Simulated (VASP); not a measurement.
Output of a VASP run:

**OSZICAR**
```
       N       E                     dE             d eps       ncg     rms          rms(c)
DAV:   1     0.304870935518E+02    0.30487E+02   -0.27934E+03   936   0.559E+02
DAV:   2    -0.311657550201E+00   -0.30799E+02   -0.30664E+02   928   0.167E+02
DAV:   3    -0.102818919207E+01   -0.71653E+00   -0.71298E+00  1488   0.241E+01
DAV:   4    -0.103509515522E+01   -0.69060E-02   -0.68987E-02  1408   0.192E+00
DAV:   5    -0.103516264513E+01   -0.67490E-04   -0.67490E-04  1584   0.110E-01    0.188E+00
DAV:   6    -0.103547846345E+01   -0.31582E-03   -0.99613E-04  1440   0.230E-01    0.114E+00
DAV:   7    -0.103597278786E+01   -0.49432E-03   -0.24720E-03  1432   0.369E-01    0.464E-02
DAV:   8    -0.103606570193E+01   -0.92914E-04   -0.11416E-04  1296   0.129E-01    0.119E-02
DAV:   9    -0.103606653091E+01   -0.82899E-06   -0.46390E-06  1480   0.155E-02
   1 F= -.10360665E+01 E0= -.10344216E+01  d E =-.328978E-02
```

File OUTCAR:
```
------------------------ aborting loop because EDIFF is reached ----------------------------------------
  FORCE on cell =-STRESS in cart. coord.  units (eV):
  Direction    XX          YY          ZZ          XY          YZ          ZX
  --------------------------------------------------------------------------------------
  Total       -0.2659246     -0.2659246     -0.2659246     -0.0000000     -0.0000000      0.0000000
  in kB       -5.0728361     -5.0728361     -5.0728361     -0.0000000     -0.0000000      0.0000000
  external PRESSURE =      -5.0728361 kB  Pullay stress =       0.0000000 kB
  volume of cell :       83.99
      direct lattice vectors                 reciprocal lattice vectors
    -2.758795000  2.758795000  2.758795000     0.000000000  0.181238548  0.181238548
     2.758795000 -2.758795000  2.758795000     0.181238548  0.000000000  0.181238548
     2.758795000  2.758795000 -2.758795000     0.181238548  0.181238548  0.000000000
 POSITION                                       TOTAL-FORCE (eV/Angst)
 -----------------------------------------------------------------------------------
      0.00000      0.00000      0.00000         0.000000     -0.000000     -0.000000
 -----------------------------------------------------------------------------------
    total drift:                               -0.000000     -0.000000     -0.000000
  FREE ENERGIE OF THE ION-ELECTRON SYSTEM (eV)
  ---------------------------------------------------
  free  energy   TOTEN  =        -1.0360665309 eV

  energy  without entropy=       -1.0327767471  energy(sigma->0) =       -1.03442164
```
(Selected blocks of OUTCAR.)

### POSCAR
```
K
1
   -2.7587950000     2.7587950000     2.7587950000
    2.7587950000    -2.7587950000     2.7587950000
    2.7587950000     2.7587950000    -2.7587950000
K
1
Direct
  0.0000000000   0.0000000000   0.0000000000
```

Question: Reconstruct the remaining input files.

Answer: Several could match; the one computed here: the input of the run itself, PBE GGA, plane waves, VASP's PBE PAW potentials (set 64).

**KPOINTS**
```
Automatic mesh
0
Gamma
11 11 11
0 0 0
```

INCAR:
```
# general
SYSTEM = K
PREC   = Accurate
ENCUT  = 300
LREAL  = .False.
LASPH  = .True.   # aspherical one-centre terms

# electronic loop
EDIFF  = 1E-6   # SCF stop (eV)
NELM   = 100   # most electronic steps
ALGO   = Normal   # blocked Davidson

# smearing
ISMEAR = 0
SIGMA  = 0.1

# functional
GGA    = PE   # PBE

# ions
ISIF   = 2

# output
LWAVE  = .False.
LCHARG = .False.
```

POTCAR, in this order: K_sv (PBE.64 set). Program: vasp_std.

At this cut-off the stress carries a Pulay error, which pulls relaxed volumes low.

The structure comes from a computed database's K entry; how it stands against other phases isn't given here. The cell was not relaxed at this level.
